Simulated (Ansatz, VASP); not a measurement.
# Hf8N8F (F on HfN(001)): VASP beside Ansatz, part 2 of 2

Wanted: the spread between two codes on one cell, functional and k mesh. The structure shown is the end of the VASP relaxation below.

VASP 6.6.1 and Ansatz 0.2.0.

So far: Set-up; VASP: relaxation, PBEsol.

## Step 3: Ansatz: single point, PBEsol

Level of this step: Ansatz beside VASP: Kohn-Sham DFT, plane waves, PBEsol (Ansatz).

Ansatz runs on its default PAW (the set named soft_2) files.

The same cell, functional, mesh and smearing now go to Ansatz, which takes its cutoff from its data sets.

input.yaml

```yaml
crystal:
  lattice:
    - [6.37810317, 0.0, 0.0]
    - [0.0, 6.37810317, 0.0]
    - [0.0, 0.0, 24.615]
  atoms:
    - { symbol: Hf, position: [0.0, 0.0, 0.32500508] }
    - { symbol: Hf, position: [0.0, 0.5, 0.32500508] }
    - { symbol: Hf, position: [0.5, 0.0, 0.32500508] }
    - { symbol: Hf, position: [0.5, 0.5, 0.32500508] }
    - { symbol: Hf, position: [0.25, 0.25, 0.41661588] }
    - { symbol: Hf, position: [0.25, 0.75, 0.41661588] }
    - { symbol: Hf, position: [0.75, 0.25, 0.41661588] }
    - { symbol: Hf, position: [0.75, 0.75, 0.41661588] }
    - { symbol: Hf, position: [0.0, 0.0, 0.50784518] }
    - { symbol: Hf, position: [0.0, 0.5, 0.50784518] }
    - { symbol: Hf, position: [0.5, 0.0, 0.50784518] }
    - { symbol: Hf, position: [0.5, 0.5, 0.50784518] }
    - { symbol: Hf, position: [0.25, 0.25, 0.60802378] }
    - { symbol: Hf, position: [0.25, 0.75, 0.59558688] }
    - { symbol: Hf, position: [0.75, 0.25, 0.59558688] }
    - { symbol: Hf, position: [0.75, 0.75, 0.60802378] }
    - { symbol: "N", position: [0.25, 0.25, 0.32500508] }
    - { symbol: "N", position: [0.25, 0.75, 0.32500508] }
    - { symbol: "N", position: [0.75, 0.25, 0.32500508] }
    - { symbol: "N", position: [0.75, 0.75, 0.32500508] }
    - { symbol: "N", position: [0.0, 0.0, 0.41661588] }
    - { symbol: "N", position: [0.0, 0.5, 0.41661588] }
    - { symbol: "N", position: [0.5, 0.0, 0.41661588] }
    - { symbol: "N", position: [0.5, 0.5, 0.41661588] }
    - { symbol: "N", position: [0.25, 0.25, 0.51110379] }
    - { symbol: "N", position: [0.25, 0.75, 0.50878635] }
    - { symbol: "N", position: [0.75, 0.25, 0.50878635] }
    - { symbol: "N", position: [0.75, 0.75, 0.51110379] }
    - { symbol: "N", position: [0.0, 0.0, 0.59901272] }
    - { symbol: "N", position: [0.0, 0.5, 0.59901272] }
    - { symbol: "N", position: [0.5, 0.0, 0.59901272] }
    - { symbol: "N", position: [0.5, 0.5, 0.59901272] }
    - { symbol: F, position: [0.25, 0.25, 0.68574885] }
    - { symbol: F, position: [0.75, 0.75, 0.68574885] }
hamiltonian:
  xc: pbesol
  pseudopotentials: { kind: paw }
kpoints:
  mp_grid: { grid: [4, 4, 1] }
scf:
  occupations: { method: methfessel_paxton, width: 0.1 }
  n_extra_bands: 12
efield:
  axis: 3
  dipole_correction: true
  ramp_width: 0.04
output:
  forces: true
  eigenvalues: true
```

Run with:

```sh
ansatz run input.yaml --threads 8 --pin off --max-ram 18432MiB --backend cpu --events-out ev --progress --plain --runs-dir out
```

Numbers of over 12 decimals in the logs are rounded to 6 here.

The log of the run:

```text
scf.n_extra_bands = 12 over 255 filled bands (N_el = 510.0): the run solves 267 bands
Engine: ansatz 0.2.0, aarch64-unknown-linux-gnu
Pseudopotentials: kind: paw
Pseudopotential: Hf, paw, valence charge 26, recommended cutoff 420 eV (normal), Hf.paw.azcp
Pseudopotential: N, paw, valence charge 5, recommended cutoff 420 eV (normal), N.paw.azcp
Pseudopotential: F, paw, valence charge 7, recommended cutoff 420 eV (normal), F.paw.azcp
Functional definition: PBEsol
  exchange = pbesol_x
  correlation = pbesol_c
Crystal: 34 atoms, lattice volume = 1001.343 Å³
Basis set: ecut = 420 eV, 19551 PW (Γ), exchange–correlation on 90×90×360 points (8 copies of the dense FFT grid, shifted against one another)
Bands: 267, of which v1, the nominal top of the filled ones, is band 255 counted from 1 (254 counted from 0)
Symmetry: 16 space group operations
Space group: P4mm (ITA 99), of the structure as read, at distance tolerance 1.0e-4 Å
k-points: 6 of 16
Non-local potential: Hf, projectors of the file, l = 0: 3, l = 1: 2, l = 2: 2, l = 3: 3
Non-local potential: N, projectors of the file, l = 0: 2, l = 1: 2, l = 2: 1
Non-local potential: F, projectors of the file, l = 0: 2, l = 1: 2, l = 2: 1
PAW form: soft (Blöchl's): semilocal exchange-correlation on the pseudo side does not see the compensation charge
PAW frozen core: Hf, regenerated for the run's functional, and the local potential with it (the file was generated under x = pbe(κ = 0.804, μ = 0.219515), c = pbe(β = 0.066725))
PAW frozen core: N, regenerated for the run's functional, and the local potential with it (the file was generated under x = pbe(κ = 0.804, μ = 0.219515), c = pbe(β = 0.066725))
PAW frozen core: F, regenerated for the run's functional, and the local potential with it (the file was generated under x = pbe(κ = 0.804, μ = 0.219515), c = pbe(β = 0.066725))
PAW one-centre angular grid: Hf, 590 points (default); XC on 64 Gauss nodes
PAW one-centre angular grid: N, 110 points (default); XC on 64 Gauss nodes
PAW one-centre angular grid: F, 110 points (default); XC on 64 Gauss nodes
Initial density: superposition of atomic densities (neutral atoms: chi_scale 0, normalization atom), corrected by the library's trained network
Initial wavefunctions: pseudopotential atomic-orbital guess
Functional: x = pbesol(κ = 0.804, μ = 0.123457), c = pbesol(β = 0.046)
SCF iter   1: F=—  HF=-257279.581272 eV  |F-HF|=—  |Δ(HF+E_count)|=         —  Δρ=7.50e-3  dr2=8.62e-1  ethr=1.77e-3  p=-0.486 e·Å  D=-8.78e-2 V/Å  ΔV_dip=2.16 eV  dr2_dipole=8.99e-2  V_vac-E_F(+/−)=5.15/2.99 eV  ⟨swp⟩=6.5  Hψ=6774  notcnv=0
efield: sawtooth ramp at fractional position 0.9854 (placed from the atoms, in the widest stretch of the axis that holds none; the zero of the levels goes with the place), width 0.0400; the density the first Hamiltonian is built on has a dipole p = -0.486 e·Å; the dipole correction subtracts the counter field D = -8.78e-2 V/Å, which shifts the + side's vacuum level by +2.16 eV against the − side's; the planar-averaged density in the ramp window peaks in size at 5.1e-5 e/Å³
preconditioner: auto → LDOS  [metal: Δε(μ)=0.041 eV  Ē_g=15.599 eV  σ=0.100 eV  W_gap=0.34  n_scr=262 (ndim 8)  ℏωp=25.7 eV  f_vac=0.574  D(μ)=20.32/eV (n_scr^D=110)  β→1.0]
SCF iter   2: F=—  HF=-257279.507774 eV  |F-HF|=—  |Δ(HF+E_count)|=   7.35e-2  S|Δr|=    0.00e0  Δρ=4.73e-3  dr2=1.96e-1  ethr=1.69e-4  p=-0.532 e·Å  D=-9.61e-2 V/Å  ΔV_dip=2.36 eV  dr2_dipole=4.30e-4  V_vac-E_F(+/−)=5.29/2.92 eV  ⟨swp⟩=2.0  Hψ=3511  notcnv=0  defer=24
SCF iter   3: F=—  HF=-257279.468165 eV  |F-HF|=—  |Δ(HF+E_count)|=   3.96e-2  S|Δr|=    0.00e0  Δρ=1.57e-3  dr2=4.93e-2  ethr=3.85e-5  p=-0.513 e·Å  D=-9.28e-2 V/Å  ΔV_dip=2.28 eV  dr2_dipole=9.30e-3  V_vac-E_F(+/−)=5.21/2.93 eV  ⟨swp⟩=3.0  Hψ=4201  notcnv=0  defer=24
SCF iter   4: F=—  HF=-257279.461478 eV  |F-HF|=—  |Δ(HF+E_count)|=   6.69e-3  S|Δr|=    0.00e0  Δρ=5.85e-4  dr2=8.74e-3  ethr=9.66e-6  p=-0.520 e·Å  D=-9.39e-2 V/Å  ΔV_dip=2.31 eV  dr2_dipole=2.17e-3  V_vac-E_F(+/−)=5.22/2.91 eV  ⟨swp⟩=2.0  Hψ=2764  notcnv=0  defer=24
SCF iter   5: F=—  HF=-257279.460734 eV  |F-HF|=—  |Δ(HF+E_count)|=   7.44e-4  S|Δr|=    0.00e0  Δρ=1.82e-4  dr2=8.58e-4  ethr=1.71e-6  p=-0.525 e·Å  D=-9.49e-2 V/Å  ΔV_dip=2.34 eV  dr2_dipole=1.04e-4  V_vac-E_F(+/−)=5.23/2.89 eV  ⟨swp⟩=2.2  Hψ=2719  notcnv=0  defer=24
SCF iter   6: F=—  HF=-257279.460644 eV  |F-HF|=—  |Δ(HF+E_count)|=   9.06e-5  S|Δr|=    0.00e0  Δρ=8.49e-5  dr2=1.36e-4  ethr=1.68e-7  p=-0.527 e·Å  D=-9.52e-2 V/Å  ΔV_dip=2.34 eV  dr2_dipole=1.29e-5  V_vac-E_F(+/−)=5.23/2.88 eV  ⟨swp⟩=2.8  Hψ=3145  notcnv=0  defer=24
SCF iter   7: F=—  HF=-257279.460650 eV  |F-HF|=—  |Δ(HF+E_count)|=   6.56e-6  S|Δr|=    0.00e0  Δρ=3.68e-5  dr2=2.75e-5  ethr=2.67e-8  p=-0.528 e·Å  D=-9.55e-2 V/Å  ΔV_dip=2.35 eV  dr2_dipole=7.04e-7  V_vac-E_F(+/−)=5.22/2.87 eV  ⟨swp⟩=2.7  Hψ=2734  notcnv=0  defer=24
SCF iter   8: F=—  HF=-257279.460252 eV  |F-HF|=—  |Δ(HF+E_count)|=   3.99e-4  S|Δr|=    0.00e0  Δρ=1.96e-5  dr2=1.05e-5  ethr=5.39e-9  p=-0.529 e·Å  D=-9.56e-2 V/Å  ΔV_dip=2.35 eV  dr2_dipole=9.15e-7  V_vac-E_F(+/−)=5.22/2.87 eV  ⟨swp⟩=2.7  Hψ=3037  notcnv=0  defer=24
SCF iter   9: F=—  HF=-257279.460251 eV  |F-HF|=—  |Δ(HF+E_count)|=   5.06e-7  S|Δr|=    0.00e0  Δρ=1.15e-5  dr2=2.31e-6  ethr=2.06e-9  p=-0.529 e·Å  D=-9.56e-2 V/Å  ΔV_dip=2.35 eV  dr2_dipole=2.32e-7  V_vac-E_F(+/−)=5.23/2.87 eV  ⟨swp⟩=2.7  Hψ=2757  notcnv=0  defer=24
SCF iter  10: F=—  HF=-257279.460251 eV  |F-HF|=—  |Δ(HF+E_count)|=   3.09e-7  S|Δr|=    0.00e0  Δρ=5.04e-6  dr2=8.02e-7  ethr=4.53e-10  p=-0.529 e·Å  D=-9.57e-2 V/Å  ΔV_dip=2.35 eV  dr2_dipole=7.14e-8  V_vac-E_F(+/−)=5.22/2.87 eV  ⟨swp⟩=3.7  Hψ=4098  notcnv=0  defer=24
SCF iter  11: F=—  HF=-257279.460251 eV  |F-HF|=—  |Δ(HF+E_count)|=   3.01e-8  S|Δr|=    0.00e0  Δρ=2.34e-6  dr2=1.11e-7  ethr=1.57e-10  p=-0.529 e·Å  D=-9.57e-2 V/Å  ΔV_dip=2.35 eV  dr2_dipole=2.24e-8  V_vac-E_F(+/−)=5.22/2.87 eV  ⟨swp⟩=2.3  Hψ=2938  notcnv=0  defer=24
SCF iter  12: F=-257279.460251 eV  HF=-257279.460251 eV  |F-HF|=6.14e-9  |Δ(HF+E_count)|=   3.50e-8  S|Δr|=    0.00e0  Δρ=8.75e-7  dr2=1.08e-8  ethr=1.96e-11  p=-0.529 e·Å  D=-9.57e-2 V/Å  ΔV_dip=2.36 eV  dr2_dipole=1.76e-10  V_vac-E_F(+/−)=5.22/2.87 eV  ⟨swp⟩=12.7  Hψ=7952  notcnv=0
SCF 1 converged in 12 iterations: F = -257279.460251 eV  dr2 = 1.08e-8
  greatest PAW one-centre occupation: 0.998 electrons in one spin orbital (limit 2), on the Hf atom at site 15 (counted from 0), in its partial waves of l = 3
SCF converged after 12 iterations
Stability not checked: this state was not tested for a lower state beside it, because cold or Methfessel-Paxton smearing, or corrected tetrahedra, fill the levels in a way that the test cannot read (fill_not_monotonic; see scf.lower_state_search)
Free energy (F): -257279.460251 eV
Harris-Foulkes:  -257279.460251 eV  (|F-HF|=6.14e-9)
Internal energy: -257279.441392 eV  (E = F + TS)
E sigma→0 (E₀):  -257279.455536 eV
Entropy (-TS):   -0.018859 eV (-0.555 meV/atom)
Fermi energy:    6.355420 eV
Dipole field:    D = -0.095666 V/Å  (p = -0.529393 e·Å, saw-weighted, corrected)
Work function:   Φ+ = 5.2248 eV   Φ− = 2.8699 eV
Levels:          The Fermi level and band energies are counted from a zero that moves with the ramp; work functions are not
--- Per-component energies (eV) ---
  E_band       = -5805.838451
  E_kinetic    = 9269.833968
  E_local      = -1002880.513741  (includes V_loc(G=0)·N_el)
  E_nonlocal   = -18937.678008
  E_hartree    = 495084.315049
  E_xc         = -5877.658253
  E_vxc        = -5683.091835  (∫ρ·V_xc dr)
  E_paw        = -111252.405488  (= ΣΔE_a)
  E_vpaw       = 22300.747627  (= ΣTr[D̂ρ^β])
  E_aug_tail   = 0.005503  (compensation charges beyond the density's cutoff)
  E_efield     = 0.025322  (sawtooth field / dipole correction)
  E_vefield    = -43.744102  (∫n·V_field dr)
  E_ewald      = 377294.082324
  E_core_change = 20.551932  (= ΣΔE_core)
  E_smearing   = -0.018859  (= −TS)
  E_closure    = 0.000000  (closes the sum)
  Σ components = -257279.460251   (vs F -257279.460251, Δ=0.00e0)
--- Forces (eV/Å), atoms counted from 1 ---
  atom   1  Hf    -0.00000000     0.00000000     1.61401141
  atom   2  Hf    -0.00000000     0.00000000     1.61401141
  atom   3  Hf    -0.00000000     0.00000000     1.61401141
  atom   4  Hf     0.00000000     0.00000000     1.61401141
  atom   5  Hf     0.00000000     0.00000000    -0.35751984
  atom   6  Hf    -0.00000000     0.00000000     0.83088500
  atom   7  Hf    -0.00000000     0.00000000     0.83088500
  atom   8  Hf     0.00000000     0.00000000    -0.35751984
  atom   9  Hf    -0.00000000    -0.00000000     0.01969599
  atom  10  Hf     0.00000000    -0.00000000     0.01969599
  atom  11  Hf    -0.00000000    -0.00000000     0.01969599
  atom  12  Hf    -0.00000000    -0.00000000     0.01969599
  atom  13  Hf     0.00000000     0.00000000     0.07235049
  atom  14  Hf     0.00000000     0.00000000    -0.07306588
  atom  15  Hf    -0.00000000     0.00000000    -0.07306588
  atom  16  Hf     0.00000000     0.00000000     0.07235049
  atom  17  N      0.00000000     0.00000000    -1.17171672
  atom  18  N     -0.00000000     0.00000000    -0.52005703
  atom  19  N     -0.00000000    -0.00000000    -0.52005703
  atom  20  N      0.00000000     0.00000000    -1.17171672
  atom  21  N      0.00000000     0.00000000    -0.97674333
  atom  22  N      0.00000000     0.00000000    -0.97674333
  atom  23  N      0.00000000     0.00000000    -0.97674333
  atom  24  N      0.00000000     0.00000000    -0.97674333
  atom  25  N     -0.00000000     0.00000000     0.01070038
  atom  26  N     -0.00000000     0.00000000     0.04807716
  atom  27  N      0.00000000     0.00000000     0.04807716
  atom  28  N      0.00000000     0.00000000     0.01070038
  atom  29  N     -0.00000000    -0.00000000    -0.02168003
  atom  30  N      0.00000000     0.00000000    -0.02168003
  atom  31  N     -0.00000000     0.00000000    -0.02168003
  atom  32  N     -0.00000000    -0.00000000    -0.02168003
  atom  33  F      0.00000000     0.00000000    -0.11021105
  atom  34  F     -0.00000000     0.00000000    -0.11021105
  max |Σ_I F_I| component: 2.12e-5 eV/Å
--- Band table (eV; the first three rows and the last of 6) ---
  k-point 0: bands = [... 251 lower, 4.0598, 4.7087, 5.6154, 6.0576, 6.0576, 6.2175, 6.9284, 6.9284, ... 8 higher]
  k-point 1: bands = [... 251 lower, 4.7368, 5.5633, 6.1981, 6.2642, 6.2952, 6.3631, 6.6314, 6.7558, ... 8 higher]
  k-point 2: bands = [... 251 lower, 5.4408, 5.7161, 5.7161, 6.2902, 6.2902, 6.4783, 6.4783, 6.9335, ... 8 higher]
  k-point 5: bands = [... 251 lower, 5.2157, 6.7488, 6.7488, 7.1498, 7.1498, 7.2042, 7.2042, 7.4392, ... 8 higher]
```

It took 32 s on 8 threads of Arm Neoverse V2, shared host; peak memory 6 GiB.

## Step 4: Side by side

Known differences besides the potentials themselves: the data sets hold 510 valence electrons in Ansatz (default PAW (the set named soft_2) files) and 286 in VASP; the cutoff is 420 eV in Ansatz and 400 eV in VASP (PREC = Normal, projectors in real space); Ansatz makes its cores anew for this functional, VASP keeps those of its PBE data sets. Total energies have different zeros and are not compared.

Forces on 10 of the 34 atoms, those with the largest forces and the largest differences (eV/Å; atoms numbered as in POSCAR):

```csv
atom,"Ansatz x, y, z","VASP x, y, z"
Hf1,"0.000, 0.000, 1.614","0.000, 0.000, 1.597"
Hf2,"0.000, 0.000, 1.614","0.000, 0.000, 1.597"
Hf3,"0.000, 0.000, 1.614","0.000, 0.000, 1.597"
Hf4,"0.000, 0.000, 1.614","0.000, 0.000, 1.597"
Hf13,"0.000, 0.000, 0.072","0.000, 0.000, -0.012"
N17,"0.000, 0.000, -1.172","0.000, 0.000, -1.200"
N20,"0.000, 0.000, -1.172","0.000, 0.000, -1.200"
N24,"0.000, 0.000, -0.977","0.000, 0.000, -0.988"
F33,"0.000, 0.000, -0.110","0.000, 0.000, 0.002"
F34,"0.000, 0.000, -0.110","0.000, 0.000, 0.002"
```

The forces differ by 23 meV/Å r.m.s., which is 5.3 % of the r.m.s. force of 0.43 eV/Å (both taken over all components, held atoms included). VASP's last cycles still show a density residual of 8e-03, so its state may not be settled.

## Step 5: Other set-ups

Further runs change the set-up of one program: Ansatz's method, potentials or start, or VASP's data sets, cutoff or form of LDA. The table gives Ansatz less VASP for each quantity, since a change that brings one quantity closer may part another.

```csv
run,r.m.s. force difference (meV/Å)
as above,23
cores kept as stored,22
norm-conserving potentials (cutoff 1143 eV),80
```

## Step 6: What came out

- r.m.s. force difference (single point, PBEsol): 5.3 % of the r.m.s. force

What this shows: The r.m.s. force difference is 5.3 % of the r.m.s. force (single point, PBEsol), beyond the 3 % picked in this series as the mark of a large difference. Single point, PBEsol, norm-conserving potentials (cutoff 1143 eV): r.m.s. force difference goes from 23 to 80 meV/Å. 1 further run of this series is not shown here. Such differences can come from data sets, numerical settings and the points named under the comparisons, not from the functional's error against experiment.

[Lines on the potential files, build, host, timing and source positions are cut from VASP's logs without a mark.]

[Logs are printed without paths, hosts, clocks, repeated set-up lines and the standing remarks that a program may print on its own settings, such as how far it seeks lower states.]

[Hosts, paths, dates, database ids (printed as entryN), source tags and the programs' standing remarks are cut or masked in the printed files.]
